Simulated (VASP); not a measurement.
Input:

```
MoZn2
1.0
    0.00000     3.71865     3.71865
    3.71865     0.00000     3.71865
    3.71865     3.71865     0.00000
Zn Mo
4 2
Direct
  0.12500   0.12500   0.12500
  0.62500   0.12500   0.12500
  0.12500   0.62500   0.12500
  0.12500   0.12500   0.62500
  0.75000   0.75000   0.75000
  0.50000   0.50000   0.50000
```

Computed with PBE GGA, VASP's PBE PAW potentials (set 64) (plane waves; VASP 6.6.1). Numerical set-up: 300 eV cut-off, 5×5×5 Γ-centred mesh, Fermi-Dirac smearing of 0.10 eV, potentials Zn Mo_sv.

At this cut-off the stress carries a Pulay error, which pulls relaxed volumes low.

Question: What does the run give for the energy per atom (σ→0), pressure?

Answer: 
```json
{
  "energy per atom (σ→0)": "-4.109 eV/atom",
  "pressure": "-20.07 GPa"
}
```

Only differences to runs with the same potentials and settings are physical.

The structure was generated: Zn2Mo was put into an ordered model structure, which need not be its known phase. The cell was not relaxed at this level.
